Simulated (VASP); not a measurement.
Level of theory: PBE GGA, VASP's PBE PAW potentials (set 64) (plane waves; VASP).

Input for VASP

### INCAR
```
ALGO = Normal
EDIFF = 1E-6
ENCUT = 520
GGA = PE
ISIF = 2
ISMEAR = 0
KGAMMA = .False.
KSPACING = 0.35
LASPH = .True.
LCHARG = .False.
LMAXMIX = 6
LREAL = .False.
LWAVE = .False.
NELM = 100
PREC = Accurate
SIGMA = 0.05
SYSTEM = LaN
```

File POSCAR:
```
LaN
1
    3.1422690000    -2.2963250000     0.0000000000
    3.1422690000     2.2963250000     0.0000000000
   -1.1405290000     0.0000000000     6.7864240000
La N
2 2
Direct
  0.0000000000   0.5000000000   0.0000000000
  0.5000000000   0.0000000000   0.5000000000
  0.5816000000   0.4184000000   0.2500000000
  0.4184000000   0.5816000000   0.7500000000
```

POTCAR, in this order: La N (PBE.64 set). Program: vasp_std.

Output

OSZICAR:
```
       N       E                     dE             d eps       ncg     rms          rms(c)
DAV:   1     0.375830150409E+03    0.37583E+03   -0.12187E+04   960   0.224E+03
DAV:   2     0.540160310338E+02   -0.32181E+03   -0.31612E+03  1600   0.377E+02
DAV:   3    -0.266209876007E+02   -0.80637E+02   -0.79848E+02  1600   0.216E+02
DAV:   4    -0.355594904925E+02   -0.89385E+01   -0.88339E+01  1776   0.583E+01
DAV:   5    -0.362219448321E+02   -0.66245E+00   -0.65952E+00  1736   0.201E+01    0.138E+01
DAV:   6    -0.311250381940E+02    0.50969E+01   -0.78944E+01  1528   0.462E+01    0.100E+01
DAV:   7    -0.298341141563E+02    0.12909E+01   -0.17484E+01  1572   0.422E+01    0.337E+00
DAV:   8    -0.297974324687E+02    0.36682E-01   -0.69502E-01  1728   0.836E+00    0.163E+00
DAV:   9    -0.297801690920E+02    0.17263E-01   -0.17887E-01  1852   0.395E+00    0.431E-01
DAV:  10    -0.297800577927E+02    0.11130E-03   -0.30966E-02  1776   0.144E+00    0.201E-01
DAV:  11    -0.297804980678E+02   -0.44028E-03   -0.23778E-03  1712   0.440E-01    0.957E-02
DAV:  12    -0.297805299369E+02   -0.31869E-04   -0.41048E-04  1864   0.169E-01    0.205E-02
DAV:  13    -0.297805315698E+02   -0.16329E-05   -0.76807E-05  1624   0.101E-01    0.838E-03
DAV:  14    -0.297805337966E+02   -0.22268E-05   -0.23240E-05  1312   0.258E-02    0.593E-03
DAV:  15    -0.297805336950E+02    0.10161E-06   -0.63741E-06  1152   0.303E-02
   1 F= -.29780534E+02 E0= -.29780528E+02  d E =-.122566E-04
```

OUTCAR:
```
------------------------ aborting loop because EDIFF is reached ----------------------------------------
  FORCE on cell =-STRESS in cart. coord.  units (eV):
  Direction    XX          YY          ZZ          XY          YZ          ZX
  --------------------------------------------------------------------------------------
  Total       -5.0847665     -8.5204324     -8.5887357      0.0000000      0.0000000      0.7385566
  in kB      -83.1828695   -139.3877208   -140.5051103      0.0000000      0.0000000     12.0822184
  external PRESSURE =    -121.0252335 kB  Pullay stress =       0.0000000 kB
  volume of cell :       97.94
      direct lattice vectors                 reciprocal lattice vectors
     3.142269000 -2.296325000  0.000000000     0.159120686 -0.217739214  0.026741883
     3.142269000  2.296325000  0.000000000     0.159120686  0.217739214  0.026741883
    -1.140529000  0.000000000  6.786424000     0.000000000  0.000000000  0.147353009
 POSITION                                       TOTAL-FORCE (eV/Angst)
 -----------------------------------------------------------------------------------
      1.57113      1.14816      0.00000        -0.000000      0.000000      0.000000
      1.00087     -1.14816      3.39321        -0.000000      0.000000      0.000000
      2.85714     -0.37476      1.69661         0.000000     -0.182201     -0.000000
      2.28687      0.37476      5.08982        -0.000000      0.182201      0.000000
 -----------------------------------------------------------------------------------
    total drift:                                0.000000     -0.000000      0.000000
  FREE ENERGIE OF THE ION-ELECTRON SYSTEM (eV)
  ---------------------------------------------------
  free  energy   TOTEN  =       -29.7805336950 eV

  energy  without entropy=      -29.7805214383  energy(sigma->0) =      -29.78052757
```
(Selected blocks of OUTCAR.)

The structure was generated: LaN was put into the tenorite type (C2/c), which need not be its known phase. The cell was not relaxed at this level. The run is one of a series of settings (KGAMMA = .FALSE., KSPACING = 0.35, KPOINTS file removed against the base run), some of them coarse on purpose.
